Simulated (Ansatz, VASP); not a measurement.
**AlN: VASP beside Ansatz**

Wanted: the spread between two codes on one cell, functional and k mesh. The cell is taken from a series of runs on this material, whose earlier steps may have relaxed, scaled, displaced or heated it; both programs get it as it stands.

Program: Ansatz 0.2.0. Level of theory: plane waves, with VASP 6.6.1 beside it; relaxation of cell and atoms at r2SCAN with rVV10. Results are calculated unless marked as measured.

## Step 1: The starting structure

Symmetry: P6_3mc, No. 186, hexagonal system. Conventional cell: a = 3.110 Å, b = 3.110 Å, c = 4.980 Å, α = 90.00°, β = 90.00°, γ = 120.00°. Nearest to Al lie 4 N at 1.89 to 1.90 Å. N has 4 Al at 1.89 to 1.90 Å nearest. Farther neighbours and most contacts between anions are not listed.

Coordinates:

```cif
data_structure
_symmetry_space_group_name_H-M 'P6_3mc'
_symmetry_Int_Tables_number 186
_cell_length_a 3.1100
_cell_length_b 3.1100
_cell_length_c 4.9800
_cell_angle_alpha 90.000
_cell_angle_beta 90.000
_cell_angle_gamma 120.000
_cell_volume 41.71
loop_
_atom_site_label
_atom_site_type_symbol
_atom_site_symmetry_multiplicity
_atom_site_Wyckoff_symbol
_atom_site_fract_x
_atom_site_fract_y
_atom_site_fract_z
_atom_site_occupancy
Al1 Al 2 b 0.66667 0.33333 0.00000 1
N1 N 2 b 0.66667 0.33333 0.38200 1
```

## Step 2: VASP: relaxation of cell and atoms, r2SCAN with rVV10

The relaxed volume is the usual yardstick between codes: in a stiff, nearly cubic crystal its relative difference is about their pressure difference at one cell divided by the bulk modulus.

Lines of VASP's logs that name or quote its potential files are left out, and so is its time.

INCAR reads:

```
SYSTEM = AlN
PREC = Accurate
ENCUT = 660
EDIFF = 1E-07
NELM = 120
ISMEAR = 0
SIGMA = 0.02
LREAL = .FALSE.
ALGO = Normal
METAGGA = R2SCAN
LUSE_VDW = .TRUE.
IVDW_NL = 2
BPARAM = 11.95
CPARAM = 0.0093
LASPH = .TRUE.
NBANDS = 14
LORBIT = 11
LWAVE = .FALSE.
LCHARG = .FALSE.
ISIF = 3
IBRION = 2
NSW = 80
EDIFFG = -0.005
GGA_COMPAT = .FALSE.
NELMIN = 4
EFERMI = MIDGAP
LMIXTAU = .TRUE.
```

POSCAR reads:

```
AlN
1.0
    3.1100000000      0.0000000000      0.0000000000
   -1.5550000000      2.6933390000      0.0000000000
    0.0000000000      0.0000000000      4.9800000000
Al N
2 2
Direct
    0.6666668524      0.3333333334      0.0000000000
    0.3333335190      0.6666666668      0.5000000000
    0.6666668524      0.3333333334      0.3820000000
    0.3333335190      0.6666666668      0.8820000000
```

KPOINTS reads:

```
Automatic mesh
0
Gamma
9 9 4
0 0 0
```

The projector-augmented-wave data sets are Al and N (PBE family, release 64).

On the command line:

```sh
> mpirun -np 1 vasp_std
```

Numbers of over 12 decimals in the logs are rounded to 6 here.

The log of the run:

```text
[banner, memory and clock lines left out]
running    1 mpi-ranks, on    1 nodes
 distrk:  each k-point on    1 cores,    1 groups
 distr:  one band on    1 cores,    1 groups

 POSCAR found type information on POSCAR AlN
 POSCAR found :  2 types and       4 ions
|                                                                             |
|               ----> ADVICE to this user running VASP <----                  |
|                                                                             |
|     You have switched on vdW-DFT.                                           |
|     This routine was written and supplied by Jiri Klimes. We recommend      |
|     that you carefully read and cite the following publications:            |
|       J. Klimes, D.R. Bowler, A. Michelides                                 |
|          J. Phys.: Cond Matt. 22 022201 (2010)                              |
|       J. Klimes, D.R. Bowler, A. Michelides                                 |
|          Phys. Rev. B. 83, 195131 (2011)                                    |
|     and references therein.                                                 |
|                                                                             |

|                                                                             |
|               ----> ADVICE to this user running VASP <----                  |
|                                                                             |
|     You enforced a specific xc type in the INCAR file but a different       |
|     [... a line on the potential file left out ...]
|     I HOPE YOU KNOW WHAT YOU ARE DOING!                                     |
|                                                                             |

 LDA part: xc-table for (None), standard interpolation
 POSCAR, INCAR and KPOINTS ok, starting setup
 FFT: planning ... GRIDC
 FFT: planning ... GRID_SOFT
 FFT: planning ... GRID
 WAVECAR not read
 entering main loop
       N       E                     dE             d eps       ncg     rms          rms(c)
Total rVV10 correction in eV:      0.2915106    20.3831987
DAV:   1     0.483998610968E+02    0.48400E+02   -0.88589E+03  1008   0.129E+03
DAV:   2    -0.416037503404E+02   -0.90004E+02   -0.82289E+02  1420   0.251E+02
DAV:   3    -0.466542724235E+02   -0.50505E+01   -0.50250E+01  1356   0.629E+01
DAV:   4    -0.466967044477E+02   -0.42432E-01   -0.42422E-01  1128   0.659E+00
DAV:   5    -0.466972687128E+02   -0.56427E-03   -0.56422E-03  1368   0.765E-01    0.125E+01
Total rVV10 correction in eV:      0.3381441    20.3831987
DAV:   6    -0.386361961993E+02    0.80611E+01   -0.11345E+01  1242   0.266E+01    0.557E+00
Total rVV10 correction in eV:      0.3510209    20.3831987
DAV:   7    -0.375670247257E+02    0.10692E+01   -0.94934E-01  1098   0.894E+00    0.314E+00
Total rVV10 correction in eV:      0.3783036    20.3831987
DAV:   8    -0.397423828291E+02   -0.21754E+01   -0.10873E+00  1230   0.107E+01    0.223E+00
Total rVV10 correction in eV:      0.3713887    20.3831987
DAV:   9    -0.378687742306E+02    0.18736E+01   -0.76864E-01  1044   0.101E+01    0.524E-01
Total rVV10 correction in eV:      0.3711992    20.3831987
DAV:  10    -0.378342114854E+02    0.34563E-01   -0.70806E-02  1122   0.300E+00    0.522E-01
Total rVV10 correction in eV:      0.3710184    20.3831987
DAV:  11    -0.379258883458E+02   -0.91677E-01   -0.17955E-02  1086   0.127E+00    0.403E-01
Total rVV10 correction in eV:      0.3714028    20.3831987
DAV:  12    -0.380333537400E+02   -0.10747E+00   -0.24353E-02  1008   0.179E+00    0.259E-01
Total rVV10 correction in eV:      0.3732231    20.3831987
DAV:  13    -0.380772806088E+02   -0.43927E-01   -0.19911E-02  1038   0.134E+00    0.105E-01
Total rVV10 correction in eV:      0.3728223    20.3831987
DAV:  14    -0.380783182677E+02   -0.10377E-02   -0.16633E-03  1104   0.510E-01    0.983E-02
Total rVV10 correction in eV:      0.3730916    20.3831987
DAV:  15    -0.380799793086E+02   -0.16610E-02   -0.75584E-04  1248   0.363E-01    0.731E-02
Total rVV10 correction in eV:      0.3731812    20.3831987
DAV:  16    -0.380801268399E+02   -0.14753E-03   -0.10974E-04  1098   0.147E-01    0.344E-02
Total rVV10 correction in eV:      0.3732366    20.3831987
DAV:  17    -0.380801135401E+02    0.13300E-04   -0.18729E-05  1338   0.457E-02    0.136E-02
Total rVV10 correction in eV:      0.3733068    20.3831987
DAV:  18    -0.380801326673E+02   -0.19127E-04   -0.50290E-06  1110   0.307E-02    0.103E-02
Total rVV10 correction in eV:      0.3733419    20.3831987
DAV:  19    -0.380801285498E+02    0.41176E-05   -0.42803E-06  1236   0.247E-02    0.681E-03
Total rVV10 correction in eV:      0.3733308    20.3831987
[...]
Total rVV10 correction in eV:      0.3707236    20.3831987
DAV:   7    -0.380799432597E+02    0.94662E-04   -0.61954E-06  1278   0.348E-02    0.372E-03
Total rVV10 correction in eV:      0.3707287    20.3831987
DAV:   8    -0.380799622995E+02   -0.19040E-04   -0.59438E-07  1140   0.989E-03    0.120E-03
Total rVV10 correction in eV:      0.3707295    20.3831987
DAV:   9    -0.380799531377E+02    0.91618E-05   -0.92109E-08   876   0.385E-03    0.384E-04
Total rVV10 correction in eV:      0.3707303    20.3831987
DAV:  10    -0.380799578356E+02   -0.46979E-05   -0.35991E-08   654   0.194E-03    0.277E-04
Total rVV10 correction in eV:      0.3707305    20.3831987
DAV:  11    -0.380799591986E+02   -0.13629E-05   -0.79578E-09   588   0.101E-03    0.192E-04
Total rVV10 correction in eV:      0.3707304    20.3831987
DAV:  12    -0.380799595137E+02   -0.31510E-06   -0.70012E-10   564   0.490E-04    0.816E-05
Total rVV10 correction in eV:      0.3707303    20.3831987
DAV:  13    -0.380799595483E+02   -0.34601E-07   -0.23094E-10   546   0.132E-04
Total rVV10 correction in eV:      0.3707306    20.3831987
Total rVV10 correction in eV:      0.3707304    20.3831987
   2 F= -.38079960E+02 E0= -.38079960E+02  d E =0.172794E-03
[...]
3 F= -.38081565E+02 E0= -.38081565E+02  d E =-.143308E-02
[...]
4 F= -.38081565E+02 E0= -.38081565E+02  d E =-.143235E-02
[...]
5 F= -.38081563E+02 E0= -.38081563E+02  d E =-.143020E-02
 curvature:  -0.25 expect dE=-0.234E-05 dE for cont linesearch -0.590E-06
 ZBRENT: accuracy reached
 trial: gam= 0.00000 g(F)=  0.490E-05 g(S)=  0.454E-05 ort =-0.120E-03 (trialstep = 0.902E+00)
 search vector abs. value=  0.944E-05
 bond charge predicted
       N       E                     dE             d eps       ncg     rms          rms(c)
Total rVV10 correction in eV:      0.3720188    20.3831987
DAV:   1    -0.380815709115E+02   -0.84238E-05   -0.48867E-04  1020   0.187E-01    0.132E-02
Total rVV10 correction in eV:      0.3720592    20.3831987
DAV:   2    -0.380815678493E+02    0.30622E-05   -0.11319E-05  1344   0.303E-02    0.526E-03
Total rVV10 correction in eV:      0.3720649    20.3831987
DAV:   3    -0.380815727528E+02   -0.49035E-05   -0.16255E-06  1134   0.112E-02    0.183E-03
Total rVV10 correction in eV:      0.3720586    20.3831987
DAV:   4    -0.380815666518E+02    0.61010E-05   -0.33423E-07  1176   0.696E-03    0.813E-04
Total rVV10 correction in eV:      0.3720592    20.3831987
DAV:   5    -0.380815728014E+02   -0.61497E-05   -0.21255E-07  1038   0.637E-03    0.274E-04
Total rVV10 correction in eV:      0.3720592    20.3831987
DAV:   6    -0.380815691160E+02    0.36855E-05   -0.82676E-08   780   0.357E-03    0.238E-04
Total rVV10 correction in eV:      0.3720594    20.3831987
DAV:   7    -0.380815704567E+02   -0.13407E-05   -0.79760E-09   576   0.897E-04    0.115E-04
Total rVV10 correction in eV:      0.3720593    20.3831987
DAV:   8    -0.380815697401E+02    0.71663E-06   -0.99182E-10   552   0.391E-04    0.433E-05
Total rVV10 correction in eV:      0.3720592    20.3831987
DAV:   9    -0.380815701834E+02   -0.44332E-06   -0.31975E-10   558   0.237E-04    0.251E-05
Total rVV10 correction in eV:      0.3720592    20.3831987
DAV:  10    -0.380815701665E+02    0.16859E-07   -0.37256E-11   558   0.727E-05
Total rVV10 correction in eV:      0.3720592    20.3831987
Total rVV10 correction in eV:      0.3720592    20.3831987
   6 F= -.38081570E+02 E0= -.38081570E+02  d E =-.762310E-05
 trial-energy change:   -0.000008  1 .order   -0.000004   -0.000009    0.000000
 step:   0.8997(harm=  0.8940)  dis= 0.00022  next Energy=   -38.081570 (dE=-0.762E-05)
 reached required accuracy - stopping structural energy minimisation
```

OUTCAR, selected parts (step 2):

```text
ion  position               nearest neighbor table
   1  0.667  0.333  0.000-   4 1.89   4 1.89   4 1.89   3 1.90   2 3.07   2 3.07   2 3.07   2 3.07
                             2 3.07   2 3.07
   2  0.333  0.667  0.500-   3 1.89   3 1.89   3 1.89   4 1.90   1 3.07   1 3.07   1 3.07   1 3.07
                             1 3.07   1 3.07
   3  0.667  0.333  0.382-   2 1.89   2 1.89   2 1.89   1 1.90
   4  0.333  0.667  0.882-   1 1.89   1 1.89   1 1.89   2 1.90

  LATTYP: Found a hexagonal cell.
 ALAT       =     3.1100000000
 C/A-ratio  =     1.6012861736

 Subroutine GETGRP returns: Found 12 space group operations
 (whereof  6 operations were pure point group operations)

The static configuration has the point symmetry C_3v.
 The point group associated with its full space group is C_6v.

 Found     36 irreducible k-points:

   k-points           NKPTS =     36   k-points in BZ     NKDIM =     36   number of bands    NBANDS=     14

   dimension x,y,z NGX =    28 NGY =   28 NGZ =   42
   dimension x,y,z NGXF=    56 NGYF=   56 NGZF=   84

   ENCUT  =  660.0 eV  48.51 Ry    6.96 a.u.   6.51  6.51 10.43*2*pi/ulx,y,z

   NELECT =      16.0000    total number of electrons

 k-points in reciprocal lattice and weights: Automatic mesh
   0.00000000  0.00000000  0.00000000       0.003
   0.11111111  0.00000000  0.00000000       0.019
   0.22222222 -0.00000000  0.00000000       0.019
   0.33333333 -0.00000000  0.00000000       0.019
   0.44444444 -0.00000000  0.00000000       0.019
   0.11111111  0.11111111  0.00000000       0.019
   0.22222222  0.11111111  0.00000000       0.037
   0.33333333  0.11111111  0.00000000       0.037
   0.44444444  0.11111111  0.00000000       0.019
[...]
0.33333333  0.22222222  0.50000000       0.037
   0.33333333  0.33333333  0.50000000       0.006

 average (electrostatic) potential at core
       1 -74.4213       2 -74.4214       3 -62.6987       4 -62.6987

 E-fermi :   8.4189

 k-point     1 :       0.0000    0.0000    0.0000
  band No.  band energies     occupation
    ...
      4       5.0658      2.00000
      5       5.0658      2.00000
      6       5.7296      2.00000
      7       5.7296      2.00000
      8       5.9599      2.00000
      9      10.8780      0.00000
     10      13.5023      0.00000
     11      17.5768      0.00000
     12      18.0023      0.00000
     13      18.0023      0.00000
    ...

 k-point     2 :       0.1111    0.0000    0.0000
  band No.  band energies     occupation
    ...
      4       4.3606      2.00000
      5       4.8630      2.00000
      6       5.0588      2.00000
      7       5.7030      2.00000
      8       5.8877      2.00000
      9      11.5655      0.00000
     10      14.1225      0.00000
     11      16.8126      0.00000
     12      17.0629      0.00000
     13      18.4835      0.00000
    ...

 k-point     3 :       0.2222   -0.0000    0.0000
  band No.  band energies     occupation
    ...
      4       2.8391      2.00000
      5       3.7817      2.00000
      6       4.4461      2.00000
      7       5.5726      2.00000
      8       5.6219      2.00000
      9      12.7083      0.00000
     10      14.5801      0.00000
     11      15.1182      0.00000
     12      16.7631      0.00000
     13      18.6583      0.00000
    ...

  Total       -0.0119900     -0.0119900      0.0028219      0.0000000      0.0000000      0.0000000
  in kB       -0.4638354     -0.4638354      0.1091668      0.0000000      0.0000000      0.0000000
  external PRESSURE =      -0.2728346 kB  Pullay stress =       0.0000000 kB

  energy-cutoff  :      660.00
  volume of cell :       41.42
      direct lattice vectors                 reciprocal lattice vectors
     3.102265699  0.000000000  0.000000000     0.322345053  0.186106003 -0.000000000
    -1.551132849  2.686640898 -0.000000000    -0.000000000  0.372212007  0.000000000
     0.000000000 -0.000000000  4.969112284    -0.000000000  0.000000000  0.201243188

 POSITION                                       TOTAL-FORCE (eV/Angst)
 -----------------------------------------------------------------------------------
      1.55113      0.89555      0.00068         0.000000     -0.000000      0.000927
      0.00000      1.79109      2.48523         0.000000      0.000000      0.000927
      1.55113      0.89555      1.89752        -0.000000      0.000000     -0.000927
      0.00000      1.79109      4.38208         0.000000      0.000000     -0.000927
 -----------------------------------------------------------------------------------
    total drift:                               -0.000408     -0.000018      0.001870

  FREE ENERGIE OF THE ION-ELECTRON SYSTEM (eV)
  ---------------------------------------------------
  free  energy   TOTEN  =       -38.0815701665 eV

  energy  without entropy=      -38.0815701665  energy(sigma->0) =      -38.08157017

 reached required accuracy - stopping structural energy minimisation

 total charge
# of ion       s       p       d       tot
------------------------------------------
    1        0.369   0.453   0.000   0.821
    2        0.369   0.453   0.000   0.821
    3        1.227   2.668   0.000   3.895
    4        1.227   2.668   0.000   3.895
--------------------------------------------------
tot          3.192   6.241   0.000   9.432

[... 3 further parts left out ...]
```

CONTCAR:

```
AlN
   1.00000000000000
     3.1022656985008830    0.0000000000000000    0.0000000000000000
    -1.5511328492504415    2.6866408984642876   -0.0000000000000000
     0.0000000000000000   -0.0000000000000000    4.9691122839542405
  Al              N
     2     2
Direct
     0.6666668523999988    0.3333333333999988    0.0001363199931421
     0.3333335190000000    0.6666666667999976    0.5001363199931422
     0.6666668523999988    0.3333333333999988    0.3818636800068559
     0.3333335190000000    0.6666666667999976    0.8818636800068557
```

The run keeps the 12 symmetry operations of its start, so it cannot find a distortion of lower symmetry.

(Part 1 of 2 ends here.)

[Lines on the potential files, build, host, timing and source positions are cut from VASP's logs without a mark.]

[Logs are printed without paths, hosts, clocks, repeated set-up lines and the standing remarks that a program may print on its own settings, such as how far it seeks lower states.]

[Hosts, paths, dates, database ids (printed as entryN), source tags and the programs' standing remarks are cut or masked in the printed files.]
